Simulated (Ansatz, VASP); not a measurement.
**Two plane-wave programs on CaBe3**

```
Ca Be
1.0
    -1.78922    1.78922    3.99671
     1.78922   -1.78922    3.99671
     1.78922    1.78922   -3.99671
Ca Be
1 3
Direct
  0.00000 0.00000 0.00000
  0.50000 0.50000 0.00000
  0.25000 0.75000 0.50000
  0.75000 0.25000 0.50000
```

Alike in both runs: task relaxation of cell and atoms; functional PBE; k mesh 6 × 6 × 6; occupations gaussian, width 0.1 eV; no spin polarisation.

|  | VASP | Ansatz |
| --- | --- | --- |
| version | VASP 6.6.1 | Ansatz 0.2.0 |
| potentials or method | VASP PAW PBE potentials, release 64 (Ca_sv, Be) | scalar-relativistic, plane waves, PAW |
| plane-wave cutoff (eV) | 600 | 420 |
| valence electrons in the cell | 16 | 16 |

Ansatz gave:

```
gap on the k mesh at the Fermi level, each at its own relaxed structure (eV) : none
relaxed volume (Å³/atom)                                                     : 13.78
relaxed cell length with the largest relative difference (Å)                 : 4.277
energy change over the relaxation (meV/atom)                                 : -458
```

Question: What did VASP give for the same quantities?

Answer: gap on the k mesh at the Fermi level, each at its own relaxed structure (eV): none; relaxed volume (Å³/atom): 13.83; relaxed cell length with the largest relative difference (Å): 4.273; energy change over the relaxation (meV/atom): -459.

A gap of «none» marks a metal or a gap that the smearing closes.

Caveats: the k mesh is coarse (spacing up to 0.41 Å⁻¹), so the values aren't converged.
